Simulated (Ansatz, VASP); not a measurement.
# FeSi: VASP beside Ansatz, part 2 of 2

Wanted: the spread between two codes on one cell, functional and k mesh. The cell is taken from a series of VASP runs on this material, whose earlier steps may have relaxed, scaled or displaced it; both programs get it as it stands.

VASP 6.6.1 and Ansatz 0.2.0.

So far: The starting structure; Ansatz: band structure, HSE06.

## 3. VASP: band structure, HSE06

Level of this step: HSE06, spin-polarised from a ferromagnetic start; plane waves and PAW (Fe, Si) (VASP).

The same cell, functional, mesh and smearing now go to VASP, with its own data sets and cutoff.

Lines of VASP's logs that name or quote its potential files are left out, and so is its time.

The run reads the wave functions of an earlier VASP run, which isn't shown here.

INCAR

```
SYSTEM = FeSi
PREC = Accurate
ENCUT = 400
EDIFF = 1E-06
NELM = 100
ISMEAR = 0
SIGMA = 0.05
LREAL = .FALSE.
ALGO = Normal
LHFCALC = .TRUE.
AEXX = 0.25
GGA = PE
HFSCREEN = 0.2
LASPH = .TRUE.
NBANDS = 39
ISPIN = 2
MAGMOM = 1.207 1.207 1.207 1.207 -0.087 -0.087 -0.087 -0.087
LMAXMIX = 4
PRECFOCK = Fast
LORBIT = 11
LWAVE = .FALSE.
LCHARG = .FALSE.
KPAR = 2
```

POSCAR

```
FeSi
1.0
    4.4148076307      0.0000000000      0.0000000000
    0.0000000000      4.4148076307      0.0000000000
    0.0000000000      0.0000000000      4.4148076307
Fe Si
4 4
Direct
    0.8598900321      0.6401099679      0.3598900321
    0.6401099679      0.3598900321      0.8598900321
    0.3598900321      0.8598900321      0.6401099679
    0.1401099679      0.1401099679      0.1401099679
    0.1551726265      0.3448273735      0.6551726265
    0.3448273735      0.6551726265      0.1551726265
    0.6551726265      0.1551726265      0.3448273735
    0.8448273735      0.8448273735      0.8448273735
```

KPOINTS

```
Automatic mesh
0
Gamma
3 3 3
0 0 0
```

KPOINTS_OPT

```
Line mode
6
Line-mode
Reciprocal
  0.00000000   0.00000000   0.00000000 GAMMA
  0.00000000   0.50000000   0.00000000 X

  0.00000000   0.50000000   0.00000000 X
  0.50000000   0.50000000   0.00000000 M

  0.50000000   0.50000000   0.00000000 M
  0.00000000   0.00000000   0.00000000 GAMMA

  0.00000000   0.00000000   0.00000000 GAMMA
  0.50000000   0.50000000   0.50000000 R

  0.50000000   0.50000000   0.50000000 R
  0.00000000   0.50000000   0.00000000 X

  0.50000000   0.50000000   0.00000000 M
  0.50000000   0.50000000   0.50000000 R
```

PAW data sets: Fe and Si (PBE family, release 64).

Started as:

```console
$ mpirun -np 4 vasp_std
```

Numbers of over 12 decimals in the logs are rounded to 6 here.

The program printed:

```text
[banner, memory and clock lines left out]
running    4 mpi-ranks, on    1 nodes
 distrk:  each k-point on    2 cores,    2 groups
 distr:  one band on    1 cores,    2 groups

 POSCAR found type information on POSCAR FeSi
 POSCAR found :  2 types and       8 ions
 LDA part: xc-table for (Slater+PW92), standard interpolation
|                                                                             |
|           W    W    AA    RRRRR   N    N  II  N    N   GGGG   !!!           |
|           W    W   A  A   R    R  NN   N  II  NN   N  G    G  !!!           |
|           W    W  A    A  R    R  N N  N  II  N N  N  G       !!!           |
|           W WW W  AAAAAA  RRRRR   N  N N  II  N  N N  G  GGG   !            |
|           WW  WW  A    A  R   R   N   NN  II  N   NN  G    G                |
|           W    W  A    A  R    R  N    N  II  N    N   GGGG   !!!           |
|                                                                             |
|     The number of bands has been changed from the values supplied in        |
|     The orbitals not found in the WAVECAR file will be initialized with     |
|     random numbers, which is usually adequate. For correlated               |
|     calculations, however, you should redo the groundstate calculation.     |
|     I found NBANDS = 39. Now, NBANDS = 40.                                  |
|                                                                             |

 found WAVECAR, reading the header
  number of bands has changed, file:    39 present:    40
  trying to continue reading WAVECAR, but it might fail
 POSCAR, INCAR and KPOINTS ok, starting setup
 FFT: planning ... GRIDC
 FFT: planning ... GRID_SOFT
 FFT: planning ... GRID
 reading WAVECAR
 random initialization beyond band           39
 the WAVECAR file was read successfully
 initial charge from wavefunction
 entering main loop
       N       E                     dE             d eps       ncg     rms          rms(c)
DAV:   1    -0.712239817618E+02   -0.71224E+02   -0.19883E+00   728   0.141E+01    0.346E+00
DAV:   2    -0.713841019534E+02   -0.16012E+00   -0.38291E-01   728   0.601E+00    0.285E+00
DAV:   3    -0.714973718364E+02   -0.11327E+00   -0.11365E-01   912   0.391E+00    0.178E+00
DAV:   4    -0.715180863420E+02   -0.20715E-01   -0.37087E-02  1040   0.186E+00    0.124E+00
DAV:   5    -0.715232486951E+02   -0.51624E-02   -0.85762E-03  1024   0.846E-01    0.837E-01
DAV:   6    -0.715246534146E+02   -0.14047E-02   -0.23444E-03  1016   0.502E-01    0.540E-01
DAV:   7    -0.715250486731E+02   -0.39526E-03   -0.82949E-04  1072   0.251E-01    0.349E-01
DAV:   8    -0.715251849807E+02   -0.13631E-03   -0.28966E-04  1128   0.170E-01    0.223E-01
DAV:   9    -0.715252347014E+02   -0.49721E-04   -0.12393E-04  1152   0.111E-01    0.141E-01
DAV:  10    -0.715252583582E+02   -0.23657E-04   -0.50978E-05  1080   0.817E-02    0.902E-02
DAV:  11    -0.715252691631E+02   -0.10805E-04   -0.22941E-05   944   0.549E-02    0.576E-02
DAV:  12    -0.715252759496E+02   -0.67864E-05   -0.10748E-05   672   0.391E-02    0.369E-02
DAV:  13    -0.715252793812E+02   -0.34316E-05   -0.54934E-06   600   0.270E-02    0.241E-02
DAV:  14    -0.715252818709E+02   -0.24898E-05   -0.37912E-06   496   0.184E-02    0.159E-02
DAV:  15    -0.715252831272E+02   -0.12563E-05   -0.22587E-06   416   0.131E-02    0.106E-02
DAV:  16    -0.715252841300E+02   -0.10028E-05   -0.12487E-06   432   0.943E-03    0.724E-03
DAV:  17    -0.715252844854E+02   -0.35537E-06   -0.72890E-07   376   0.695E-03
   1 F= -.71525284E+02 E0= -.71525242E+02  d E =-.855272E-04  mag=     4.6673
 Start KPOINTS_OPT (optional k-point list driver)
k-point batch [1-4\36]
       N       E                     dE             ncg
DAV:   1     0.273506484875E+04    0.18425E+04      640
DAV:   2     0.116981119834E+04   -0.15653E+04      648
DAV:   3     0.105385656391E+04   -0.11595E+03      720
DAV:   4     0.104915427729E+04   -0.47023E+01      864
DAV:   5     0.104904095024E+04   -0.11333E+00      856
DAV:   6     0.104903781921E+04   -0.31310E-02      864
DAV:   7     0.104903768351E+04   -0.13570E-03      840
DAV:   8     0.104903767601E+04   -0.75050E-05      752
DAV:   9     0.104903767566E+04   -0.34872E-06      560
[...]
k-point batch [33-36\36]
       N       E                     dE             ncg
DAV:   1     0.269735512711E+04   -0.29918E+04      640
DAV:   2     0.114216681352E+04   -0.15552E+04      640
DAV:   3     0.102421461310E+04   -0.11795E+03      784
DAV:   4     0.101844863609E+04   -0.57660E+01      880
DAV:   5     0.101831962113E+04   -0.12901E+00      936
DAV:   6     0.101831684638E+04   -0.27748E-02      888
DAV:   7     0.101831675361E+04   -0.92768E-04      832
DAV:   8     0.101831674880E+04   -0.48075E-05      672
DAV:   9     0.101831674857E+04   -0.22995E-06      496
```

Parts of OUTCAR (step 3):

```text
ion  position               nearest neighbor table
   1  0.860  0.640  0.360-   5 2.26   6 2.32   7 2.32   8 2.32   7 2.45   8 2.45   6 2.45   3 2.71
                             4 2.71   3 2.71   4 2.71   2 2.71   2 2.71
   2  0.640  0.360  0.860-   6 2.26   5 2.32   7 2.32   8 2.32   5 2.45   7 2.45   8 2.45   3 2.71
                             3 2.71   4 2.71   4 2.71   1 2.71   1 2.71
   3  0.360  0.860  0.640-   7 2.26   6 2.32   5 2.32   8 2.32   6 2.45   5 2.45   8 2.45   2 2.71
                             1 2.71   1 2.71   2 2.71   4 2.71   4 2.71
   4  0.140  0.140  0.140-   8 2.26   6 2.32   7 2.32   5 2.32   6 2.45   5 2.45   7 2.45   1 2.71
                             2 2.71   1 2.71   2 2.71   3 2.71   3 2.71
   5  0.155  0.345  0.655-   1 2.26   2 2.32   3 2.32   4 2.32   3 2.45   4 2.45   2 2.45   8 2.73
                             6 2.73   6 2.73   8 2.73   7 2.73   7 2.73
   6  0.345  0.655  0.155-   2 2.26   1 2.32   3 2.32   4 2.32   1 2.45   3 2.45   4 2.45   8 2.73
                             5 2.73   5 2.73   7 2.73   7 2.73   8 2.73
   7  0.655  0.155  0.345-   3 2.26   2 2.32   1 2.32   4 2.32   2 2.45   1 2.45   4 2.45   8 2.73
                             8 2.73   5 2.73   6 2.73   6 2.73   5 2.73
   8  0.845  0.845  0.845-   4 2.26   2 2.32   3 2.32   1 2.32   2 2.45   1 2.45   3 2.45   5 2.73
                             6 2.73   7 2.73   7 2.73   5 2.73   6 2.73

  LATTYP: Found a simple cubic cell.
 ALAT       =     4.4148076307

 Subroutine GETGRP returns: Found 12 space group operations
 (whereof  3 operations were pure point group operations)

The static configuration has the point symmetry C_3 .
 The point group associated with its full space group is T   .

 Found      4 irreducible k-points:

   k-points           NKPTS =      4   k-points in BZ     NKDIM =     27   number of bands    NBANDS=     40

   dimension x,y,z NGX =    30 NGY =   30 NGZ =   30
   dimension x,y,z NGXF=    60 NGYF=   60 NGZF=   60

   ENCUT  =  400.0 eV  29.40 Ry    5.42 a.u.   7.20  7.20  7.20*2*pi/ulx,y,z

   NELECT =      48.0000    total number of electrons

 k-points in reciprocal lattice and weights: Automatic mesh
   0.00000000  0.00000000  0.00000000       0.037
   0.33333333  0.00000000  0.00000000       0.222
   0.33333333  0.33333333  0.00000000       0.444
   0.33333333  0.33333333  0.33333333       0.296

  exchange ACFDT corr.  =         0.00000000  see jH, gK, PRB 81, 115126

 average (electrostatic) potential at core
       1 -33.1497       2 -33.1497       3 -33.1497       4 -33.1497       5 -75.7506
       6 -75.7506       7 -75.7506       8 -75.7506

 E-fermi :  10.3225

 spin component 1
 k-point     1 :       0.0000    0.0000    0.0000
  band No.  band energies     occupation
    ...
     23       8.0124      1.00000
     24       8.0124      1.00000
     25       9.0417      1.00000
     26       9.0417      1.00000
     27       9.0417      1.00000
     28      13.2275      0.00000
     29      13.2275      0.00000
     30      13.2275      0.00000
     31      13.5733      0.00000
     32      13.5733      0.00000
    ...

 k-point     2 :       0.3333    0.0000    0.0000
  band No.  band energies     occupation
    ...
     22       7.5613      1.00000
     23       7.9614      1.00000
     24       8.0059      1.00000
     25       8.6321      1.00000
     26       8.7864      1.00000
     27      10.8008      0.00000
     28      11.5199      0.00000
     29      11.7570      0.00000
     30      11.9676      0.00000
     31      13.5544      0.00000
    ...

 k-point     3 :       0.3333    0.3333    0.0000
  band No.  band energies     occupation
    ...
     22       7.4128      1.00000
     23       7.6833      1.00000
     24       8.0277      1.00000
     25       8.3457      1.00000
     26       8.9580      1.00000
     27      10.5782      0.00000
     28      11.4340      0.00000
     29      12.6270      0.00000
     30      12.8645      0.00000
     31      13.1966      0.00000
    ...

 k-point     4 :       0.3333    0.3333    0.3333
  band No.  band energies     occupation
    ...
     24       7.7751      1.00000
     25       8.2909      1.00000
     26       8.7440      1.00000
     27       9.6210      1.00000
     28      10.4294      0.00124
     29      13.2271      0.00000
     30      14.7334      0.00000
     31      14.8389      0.00000
     32      15.5284      0.00000
     33      15.6189      0.00000
    ...

 spin component 2
 k-point     1 :       0.0000    0.0000    0.0000
  band No.  band energies     occupation
    ...
     15       7.7623      1.00000
     16       7.7623      1.00000
     17       7.9182      1.00000
     18       7.9182      1.00000
     19       7.9182      1.00000
     20      10.5418      0.00000
     21      10.5418      0.00000
     22      10.5418      0.00000
     23      11.2967      0.00000
     24      11.2967      0.00000
    ...

 k-point     2 :       0.3333    0.0000    0.0000
  band No.  band energies     occupation
    ...
     17       7.9070      1.00000
     18       8.3574      1.00000
     19       8.5095      1.00000
     20       9.5817      1.00000
     21      10.2187      0.99834
     22      10.8123      0.00000
     23      11.0563      0.00000
     24      11.1833      0.00000
     25      12.2683      0.00000
     26      12.5644      0.00000
    ...

  energy-cutoff  :      400.00
  volume of cell :       86.05
      direct lattice vectors                 reciprocal lattice vectors
     4.414807631  0.000000000  0.000000000     0.226510436  0.000000000  0.000000000
     0.000000000  4.414807631  0.000000000     0.000000000  0.226510436  0.000000000
     0.000000000  0.000000000  4.414807631     0.000000000  0.000000000  0.226510436

 POSITION                                       TOTAL-FORCE (eV/Angst)
 -----------------------------------------------------------------------------------
      3.79625      2.82596      1.58885         0.137314     -0.137314      0.137314
      2.82596      1.58885      3.79625        -0.137314      0.137314      0.137314
      1.58885      3.79625      2.82596         0.137314      0.137314     -0.137314
      0.61856      0.61856      0.61856        -0.137314     -0.137314     -0.137314
      0.68506      1.52235      2.89246        -0.006944      0.006944     -0.006944
      1.52235      2.89246      0.68506         0.006944     -0.006944     -0.006944
      2.89246      0.68506      1.52235        -0.006944     -0.006944      0.006944
      3.72975      3.72975      3.72975         0.006944      0.006944      0.006944
 -----------------------------------------------------------------------------------
    total drift:                               -0.000004      0.000002      0.000000

  FREE ENERGIE OF THE ION-ELECTRON SYSTEM (eV)
  ---------------------------------------------------
  free  energy   TOTEN  =       -71.5252844854 eV

  energy  without entropy=      -71.5251989582  energy(sigma->0) =      -71.52524172

 total charge
# of ion       s       p       d       tot
------------------------------------------
    1        0.456   0.683   6.629   7.768
    2        0.456   0.683   6.629   7.768
    3        0.456   0.683   6.629   7.768
    4        0.456   0.683   6.629   7.768
    5        0.746   0.925   0.000   1.671
    6        0.746   0.925   0.000   1.671
    7        0.746   0.925   0.000   1.671
    8        0.746   0.925   0.000   1.671
--------------------------------------------------
tot          4.809   6.431  26.516  37.756

 magnetization (x)
# of ion       s       p       d       tot
------------------------------------------
    1       -0.008  -0.034   1.491   1.449
    2       -0.008  -0.034   1.491   1.449
    3       -0.008  -0.034   1.491   1.449
    4       -0.008  -0.034   1.491   1.449
    5       -0.030  -0.101   0.000  -0.131
    6       -0.030  -0.101   0.000  -0.131
    7       -0.030  -0.101   0.000  -0.131
    8       -0.030  -0.101   0.000  -0.131
--------------------------------------------------
tot         -0.150  -0.540   5.965   5.275

[... 2 further parts left out ...]
```

## 4. Comparison

Known differences besides the potentials themselves: exact exchange at q = 0 is treated differently, which shows on coarse meshes; VASP keeps PBE cores, Ansatz makes them for the functional; the data sets hold 80 valence electrons in Ansatz (default PAW (the set named soft_2) files) and 48 in VASP; the cutoff is 420 eV in Ansatz and 400 eV in VASP; VASP takes a coarser grid for exact exchange (PRECFOCK = Fast); site moments are counted in spheres of each program's own size. Total energies have different zeros and are not compared.

Both answers:

```
          quantity  Ansatz   VASP  difference
 total moment (μB)    4.67   4.67        0.00
moment on Fe1 (μB)    1.50   1.45       +0.05
moment on Fe2 (μB)    1.50   1.45       +0.05
moment on Fe3 (μB)    1.50   1.45       +0.05
moment on Fe4 (μB)    1.50   1.45       +0.05
moment on Si5 (μB)   -0.13  -0.13        0.00
moment on Si6 (μB)   -0.13  -0.13        0.00
moment on Si7 (μB)   -0.13  -0.13        0.00
moment on Si8 (μB)   -0.13  -0.13        0.00
```

Forces (eV/Å; atoms numbered as in POSCAR):

```
atom          Ansatz x, y, z            VASP x, y, z
 Fe1    0.154, -0.154, 0.154    0.137, -0.137, 0.137
 Fe2    -0.154, 0.154, 0.154    -0.137, 0.137, 0.137
 Fe3    0.154, 0.154, -0.154    0.137, 0.137, -0.137
 Fe4  -0.154, -0.154, -0.154  -0.137, -0.137, -0.137
 Si5   -0.007, 0.007, -0.007   -0.007, 0.007, -0.007
 Si6   0.007, -0.007, -0.007   0.007, -0.007, -0.007
 Si7   -0.007, -0.007, 0.007   -0.007, -0.007, 0.007
 Si8     0.007, 0.007, 0.007     0.007, 0.007, 0.007
```

The forces differ by 12 meV/Å r.m.s., which is 11.9 % of the r.m.s. force of 0.10 eV/Å (both taken over all components).

## 5. Summary of results

* difference in total moment (band structure, HSE06): -1.7e-4 μB
* r.m.s. force difference (band structure, HSE06): 12 meV/Å

The r.m.s. force difference is 12 meV/Å (band structure, HSE06), at about the 12 meV/Å picked in this series as the mark of a large difference. How closely two codes agree says nothing of how well the functional describes the real material.

[Lines on the potential files, build, host, timing and source positions are cut from VASP's logs without a mark.]

[Logs are printed without paths, hosts, clocks, repeated set-up lines and the standing remarks that a program may print on its own settings, such as how far it seeks lower states.]

[Hosts, paths, dates, database ids (printed as entryN), source tags and the programs' standing remarks are cut or masked in the printed files.]
